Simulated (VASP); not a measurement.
Given:

```yaml
crystal:
  lattice:
    - [1.27607, -2.16688, 0.00000]
    - [1.27607, 2.16688, 0.00000]
    - [0.00000, 0.00000, 6.71680]
  atoms:
    - { symbol: B, position: [0.33333, 0.66667, 0.25000] }
    - { symbol: B, position: [0.66667, 0.33333, 0.75000] }
    - { symbol: N, position: [0.66667, 0.33333, 0.25000] }
    - { symbol: N, position: [0.33333, 0.66667, 0.75000] }
```

Level of theory: r2SCAN meta-GGA, VASP's PBE PAW potentials (set 64) (plane waves; VASP). Run with 600 eV cut-off, 10×10×4 Γ-centred mesh, Gaussian smearing of 0.050 eV, potentials B N.

Problem. Predict the energy per atom (σ→0), pressure.

Solution. 
- energy per atom (σ→0) = -9.640 eV/atom
- pressure = -6.57 GPa

The absolute energy has meaning only against runs of the same code, potentials and settings.

The compound is BN in the hex structure. This cell was strained or had an atom moved on purpose.
